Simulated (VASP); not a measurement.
Consider the following.

```yaml
crystal:
  lattice:
    - [3.98821, 0.00000, 0.00000]
    - [0.00000, 3.98821, 0.00000]
    - [0.00000, 0.00000, 3.98821]
  atoms:
    - { symbol: Ba, position: [0.00000, 0.00000, 0.00000] }
    - { symbol: Ti, position: [0.50000, 0.50000, 0.50000] }
    - { symbol: O, position: [0.50000, 0.00000, 0.50000] }
    - { symbol: O, position: [0.00000, 0.50000, 0.50000] }
    - { symbol: O, position: [0.50000, 0.50000, 0.00000] }
```

Method: AM05 GGA, VASP's PBE PAW potentials (set 64) (plane waves; VASP). Numerical set-up: 520 eV cut-off, 5×5×5 Γ-centred mesh, Gaussian smearing of 0.050 eV, potentials Ba_sv Ti_sv O.

**Question.** Predict the energy per atom (σ→0).

**Answer.** 
| Item | Result |
|---|---|
| energy per atom (σ→0) | -8.152 eV/atom |

Total energies compare only between runs with the same potentials, cut-off and functional.

The compound is BaTiO3 in the cubic perovskite structure, the ideal cubic form; the compound distorts at low or room temperature. It was relaxed first. The start is the result of an earlier pass.
